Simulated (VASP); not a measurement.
```
CELL_PARAMETERS angstrom
      2.00350    -3.33762     0.05438
      2.00350     3.33762     0.05438
     -0.08652     0.00000     6.90382
ATOMIC_POSITIONS crystal
  Cu 0.50000 0.00000 0.50000
  Cu 0.00000 0.50000 0.00000
  Cu 0.98197 0.01803 0.75000
  Cu 0.01803 0.98197 0.25000
  S  0.62979 0.37021 0.75000
  S  0.37021 0.62979 0.25000
```

Computed with PBEsol GGA, VASP's PBE PAW potentials (set 64) (plane waves; VASP). Run with 400 eV cut-off, Gaussian smearing of 0.050 eV, potentials Cu S.

Question: Give the energies of bands 19 to 32 at the high-symmetry points, in eV from the valence-band maximum.

Answer: 
| band | Γ | Y | M | A | V2 |
|---|---|---|---|---|---|
| 19 | -2.65 | -2.73 | -2.60 | -2.70 | -2.67 |
| 20 | -2.62 | -2.72 | -2.60 | -2.70 | -2.59 |
| 21 | -2.53 | -2.71 | -2.53 | -2.44 | -2.55 |
| 22 | -2.42 | -2.59 | -2.53 | -2.44 | -2.52 |
| 23 | -2.33 | -2.49 | -2.45 | -2.35 | -2.51 |
| 24 | -2.06 | -2.29 | -2.45 | -2.35 | -2.06 |
| 25 | -0.96 | -2.27 | -1.79 | -0.58 | -1.98 |
| 26 | -0.58 | -1.66 | -1.79 | -0.58 | -1.78 |
| 27 | -0.11 | -1.49 | -1.26 | -0.14 | -1.54 |
| 28 | -0.09 | -0.74 | -1.26 | -0.14 | -1.44 |
| 29 | 0.62 | 0.74 | 0.59 | 1.47 | 0.51 |
| 30 | 0.91 | 0.82 | 0.59 | 1.47 | 2.32 |
| 31 | 3.79 | 2.63 | 3.03 | 3.67 | 2.33 |
| 32 | 4.57 | 4.11 | 3.03 | 3.67 | 4.66 |

The gap is indirect, 0.36 eV, from the valence maximum at A-Γ at 0.50 to the conduction minimum at Y-M at 0.64.

The structure comes from a computed database's Cu2S entry (C2/c); how it stands against other phases isn't given here. It was relaxed first.
